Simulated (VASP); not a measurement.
A run of VASP 6.6.1 is set up as follows.

Contents of INCAR:

```
SYSTEM = LiBe
  PREC = Accurate
  ENCUT = 600
  EDIFF = 1E-6
  ISMEAR = 1
  SIGMA = 0.1
  LREAL = .False.
  LASPH = .True.
  NELM = 60
  ALGO = Normal
  ISIF = 3
  LWAVE = .False.
  LCHARG = .False.
  METAGGA = R2SCAN
  LMIXTAU = .True.
  LUSE_VDW = .True.
  IVDW_NL = 2
  BPARAM = 11.95
  CPARAM = 0.0093
  IBRION = 2
  NSW = 60
  EDIFFG = -0.02
```

File KPOINTS:

```
Automatic mesh
0
Gamma
  11 7 5
  0 0 0
```

Contents of POSCAR:

```
LiBe
1.0
    2.2959861536      0.0000000000      0.0000000000
    0.0000000000      3.6127729800      0.0000000000
   -0.4017425219      0.0000000000      5.5135259934
Be Li
2 2
Direct
    0.2435819200      0.7500000000      0.4238283600
    0.7564180800      0.2500000000      0.5761716400
    0.2631524400      0.7500000000      0.8451422600
    0.7368475600      0.2500000000      0.1548577400
```

Potentials or basis: VASP PAW PBE potentials, release 64 (Be, Li_sv).

The run is started by

```console
$ cat potpaw_PBE.64/Be/POTCAR potpaw_PBE.64/Li_sv/POTCAR > POTCAR
$ mpirun -np 1 vasp_std > vasp.out
```

Problem. Predict the space group after relaxing (to 0.05 Å).

Solution. P2_1/m (No. 11).

Problem. What does it give for the relaxed cell?

Solution. a = 2.287 Å, b = 3.624 Å, c = 5.516 Å, α = 90.00°, β = 90.31°, γ = 90.00°.

Problem. Estimate the relaxed volume.

Solution. 11.43 Å³/atom.

Problem. What does it give for the band gap on the k mesh?

Solution. None (metal or under the smearing width).

The path:
```tsv
step	energy change (eV)	largest force (eV/Å)	pressure (GPa)	volume (Å³)
1	0.0000	0.0511	0.14	45.73
2	-0.0025	0.0274	0.07	45.80
3	-0.0031	0.0144	0.01	45.84
4	-0.0031	0.0179	0.01	45.85
5	-0.0042	0.0136	-0.07	45.87
6	-0.0054	0.0152	-0.16	45.93
7	-0.0053	0.0455	-0.36	46.02
8	-0.0056	0.0282	-0.25	45.97
9	-0.0064	0.0245	-0.02	45.75
10	-0.0067	0.0297	0.38	45.34
11	-0.0068	0.0271	0.27	45.43
12	-0.0073	0.0253	0.28	45.42
13	-0.0070	0.0503	0.38	45.39
14	-0.0076	0.0207	0.33	45.41
15	-0.0076	0.0244	0.34	45.41
16	-0.0080	0.0265	0.07	45.63
17	-0.0081	0.0272	0.03	45.66
18	-0.0081	0.0288	-0.05	45.72
19	-0.0081	0.0279	0.00	45.69
20	-0.0082	0.0170	0.00	45.70
```

Caveat: the cutoff is under 1.25 times the usual one of these potentials, so pressure, stress and relaxed cells hold a basis-set (Pulay) error; the PAW data sets were made with another functional, which shifts forces and pressure a little; pairwise dispersion overbinds metals, which lowers pressure and volume.
